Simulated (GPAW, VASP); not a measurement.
VASP ran on this input.

**POSCAR**
```
CsGeBr3
1.0
  5.5333300000   0.0000000000   0.0000000000
  0.0000000000   5.5333300000   0.0000000000
  0.0000000000   0.0000000000   5.5333300000
Cs Ge Br
1 1 3
Direct
  0.0017700000   0.0033470000  -0.0011340000
  0.5037570000   0.4800960000   0.5108660000
  0.5130590000   0.5214850000  -0.0020520000
  0.0045020000   0.5103110000   0.4919650000
  0.4769130000  -0.0152380000   0.5003550000
```

### INCAR
```
# general
SYSTEM  = CsGeBr3
PREC    = Accurate
ENCUT   = 300   # plane-wave cut-off (eV)
LREAL   = .False.   # projection in real space or not
LASPH   = .True.

# electronic loop
EDIFF   = 1E-6
NELM    = 100
ALGO    = Normal   # blocked Davidson
LMAXMIX = 4   # l cut-off of mixed one-centre charges

# smearing
ISMEAR  = -1   # Fermi-Dirac
SIGMA   = 0.01   # width (eV)

# functional
GGA     = PS

# ions
ISIF    = 2   # forces and stress, cell fixed

# output
LWAVE   = .False.
LCHARG  = .False.
```

**KPOINTS**
```
Automatic mesh
0
Gamma
5 5 5
0 0 0
```

POTCAR, in this order: Cs_sv Ge_d Br (PBE.64 set). Program: vasp_std.

Q: Translate it to GPAW.

A: One input that does it (PBEsol, GPAW PAW datasets PBEsol (made by gpaw-setup)):
```
from ase import Atoms
from ase.units import GPa
from gpaw import GPAW

atoms = Atoms(['Cs', 'Ge', 'Br', 'Br', 'Br'],
              cell=[[5.533330, 0.000000, 0.000000],
                    [0.000000, 5.533330, 0.000000],
                    [0.000000, 0.000000, 5.533330]],
              scaled_positions=[[0.001770, 0.003347, -0.001134],
                                [0.503757, 0.480096, 0.510866],
                                [0.513059, 0.521485, -0.002052],
                                [0.004502, 0.510311, 0.491965],
                                [0.476913, -0.015238, 0.500355]],
              pbc=True)

calc = GPAW(mode={'name': 'pw', 'ecut': 550},
            xc='PBEsol',
            kpts=(5, 5, 5),
            occupations={'name': 'fermi-dirac', 'width': 0.01},
            nbands=-4,
            convergence={'density': 1e-05, 'bands': -2},
            symmetry={'symmorphic': False, 'tolerance': 0.0005},
            maxiter=150)

atoms.calc = calc

energy = atoms.get_potential_energy()
print('Energy (eV):', round(energy, 6))
forces = atoms.get_forces()
print('Forces (eV/Ang):')
print(forces.round(5))
stress = atoms.get_stress()
print('Stress (GPa, Voigt):', (stress / GPa).round(4))
```
Both are inputs of real runs that ended normally. What can't carry over is the choice of potentials or basis and its cut-off, and each code's defaults.

The structure comes from a computed database's CsGeBr3 entry; how it stands against other phases isn't given here. The cell was not relaxed at this level, atoms are displaced from their ideal sites, and it may have been scaled.
